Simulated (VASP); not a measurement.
A convergence study with VASP on HfN (rock salt): a few settings are varied, all else stays as given below, so the limit is that of these other settings. The cell's lengths are 1 % over those of the tabulated start and one atom is moved, so it is off equilibrium.

```yaml
crystal:
  lattice:
    - [0.00000, 2.28260, 2.28260]
    - [2.28260, 0.00000, 2.28260]
    - [2.28260, 2.28260, 0.00000]
  atoms:
    - { symbol: Hf, position: [0.00000, 0.00000, 0.00000] }
    - { symbol: N, position: [0.48673, 0.51327, 0.51327] }
```

Method: PBEsol GGA, VASP's PBE PAW potentials (set 64) (plane waves; VASP). The last row used: 900 eV cut-off, 11×11×11 Γ-centred mesh, first-order Methfessel-Paxton smearing of 0.10 eV, potentials Hf_pv N_h.

Energies of different potentials or hybrids have different zeros.

| setting | E (eV/atom) | pressure (GPa) | largest force (eV/Å) | plane waves |
|---|---|---|---|---|
| ENCUT = 300, POTCAR Hf_pv N | -11.4594 | -30.76 | 0.589 | 291 |
| ENCUT = 400, POTCAR Hf_pv N | -11.4612 | -15.57 | 0.607 | 444 |
| ENCUT = 520, POTCAR Hf_pv N | -11.4603 | -12.53 | 0.607 | 654 |
| ENCUT = 700, POTCAR Hf_pv N | -11.4635 | -12.65 | 0.608 | 1011 |
| ENCUT = 900, POTCAR Hf_pv N | -11.4646 | -12.43 | 0.608 | 1470 |
| ENCUT = 300, POTCAR Hf N | -11.5046 | -30.56 | 0.622 | 291 |
| ENCUT = 400, POTCAR Hf N | -11.5056 | -15.68 | 0.641 | 444 |
| ENCUT = 520, POTCAR Hf N | -11.5039 | -12.73 | 0.638 | 654 |
| ENCUT = 700, POTCAR Hf N | -11.5064 | -12.84 | 0.639 | 1011 |
| ENCUT = 900, POTCAR Hf N | -11.5074 | -12.63 | 0.639 | 1470 |
| ENCUT = 300, POTCAR Hf_sv N | -12.8573 | -29.92 | 0.592 | 291 |
| ENCUT = 400, POTCAR Hf_sv N | -12.8623 | -15.31 | 0.618 | 444 |
| ENCUT = 700, POTCAR Hf_sv N | … | … | 0.615 | 1011 |
| ENCUT = 900, POTCAR Hf_sv N | … | … | 0.615 | 1470 |
| ENCUT = 300, POTCAR Hf_pv N_s | -11.4610 | -13.58 | 0.609 | 291 |
| ENCUT = 400, POTCAR Hf_pv N_s | -11.4622 | -12.60 | 0.610 | 444 |
| ENCUT = 520, POTCAR Hf_pv N_s | -11.4640 | -12.51 | 0.609 | 654 |
| ENCUT = 700, POTCAR Hf_pv N_s | -11.4646 | -12.41 | 0.609 | 1011 |
| ENCUT = 900, POTCAR Hf_pv N_s | -11.4647 | -12.39 | 0.609 | 1470 |
| ENCUT = 300, POTCAR Hf_pv N_h | -11.1067 | -82.27 | 0.617 | 291 |
| ENCUT = 400, POTCAR Hf_pv N_h | -11.1950 | -58.95 | 0.636 | 444 |
| ENCUT = 520, POTCAR Hf_pv N_h | -11.3805 | -33.48 | 0.624 | 654 |
| ENCUT = 700, POTCAR Hf_pv N_h | -11.4564 | -16.57 | 0.608 | 1011 |
| ENCUT = 900, POTCAR Hf_pv N_h | -11.4655 | -12.72 | 0.607 | 1470 |

### Question
Some entries are withheld; supply them.

### Answer

- ENCUT = 900, POTCAR Hf_sv N, E (eV/atom): -12.8659
- ENCUT = 900, POTCAR Hf_sv N, pressure (GPa): -11.79
- ENCUT = 700, POTCAR Hf_sv N, E (eV/atom): -12.8648
- ENCUT = 700, POTCAR Hf_sv N, pressure (GPa): -12.01

Left out are rungs that failed or repeat a setting and relaxations that didn't move; long series are thinned to 24 rows.

The compound is HfN in the rock salt structure. The cell was not relaxed at this level, it is distorted from the ideal structure. The electron count is odd and the run is not spin-polarised, which forces a metal.
